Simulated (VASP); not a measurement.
Consider the following.

```xyz
2
Lattice="0.0000 2.4979 2.4979 2.4979 0.0000 2.4979 2.4979 2.4979 0.0000" Properties=species:S:1:pos:R:3 pbc="T T T"
Y      0.0000     0.0000     0.0000
N      2.4979     2.4979     2.4979
```

The numbers are results of TPSS meta-GGA, VASP's PBE PAW potentials (set 64) (plane waves; VASP 6.6.1), not measurements. Settings: 520 eV cut-off, 9×9×9 Γ-centred mesh, Gaussian smearing of 0.050 eV, potentials Y_sv N.

Question: Estimate the energy per atom (σ→0), pressure.

Answer: 
```json
{
  "energy per atom (σ→0)": "-14.468 eV/atom",
  "pressure": "-8.50 GPa"
}
```

The compound is YN in the rock salt structure. This cell is one point of a volume scan, at 1.06 of the reference volume.
